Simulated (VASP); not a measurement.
Consider the following.

```
GaN
1.0
    0.00000     2.19821     2.19821
    2.19821     0.00000     2.19821
    2.19821     2.19821     0.00000
Ga N
1 1
Direct
  0.00000   0.00000   0.00000
  0.25000   0.25000   0.25000
```

Level of theory: LDA (Ceperley-Alder, Perdew-Zunger), VASP's LDA PAW potentials (set 64) (plane waves; VASP). Settings: 620 eV cut-off, 10×10×10 Γ-centred mesh, Gaussian smearing of 0.050 eV, potentials Ga_d N.

Predict the energy per atom (σ→0), pressure, band gap (on the k-mesh) with the smallest direct gap where there is one.

| Quantity | Value |
|---|---|
| band gap (on the k-mesh) | 2.23 eV |
| smallest direct gap (on the k-mesh) | 2.23 eV |
| energy per atom (σ→0) | -6957 meV/atom |
| pressure | 9.94 GPa |

The compound is GaN in the zinc blende structure, a metastable form; wurtzite is the usual one. It was relaxed first under an external pressure of 10 GPa.
